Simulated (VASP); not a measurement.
Given:

```xyz
2
Lattice="0.0000 3.2501 3.2501 3.2501 0.0000 3.2501 3.2501 3.2501 0.0000" Properties=species:S:1:pos:R:3 pbc="T T T"
Te     3.2501     3.2501     3.2501
Pb     0.0000     0.0000     0.0000
```

The numbers are results of PBE0 hybrid, VASP's PBE PAW potentials (set 64) (plane waves; VASP 6.6.1), not measurements. Numerical set-up: 520 eV cut-off, 6×6×6 Γ-centred mesh, Gaussian smearing of 0.050 eV, potentials Te Pb_d.

Unless said otherwise, spin-orbit coupling is left out, though it shifts the bands of the heavy elements here.

**Question.** What does the run give for the energy per atom (σ→0), band gap (on the k-mesh) with the smallest direct gap where there is one?

**Answer.** 
* **band gap (on the k-mesh)**: 1.67 eV
* **smallest direct gap (on the k-mesh)**: 1.67 eV
* **energy per atom (σ→0)**: -4.974 eV/atom

Only differences to runs with the same potentials and settings are physical.

The compound is PbTe in the rock salt structure. This cell is one point of a volume scan, at 0.97 of the reference volume. The cell's shape comes from a PBE relaxation.
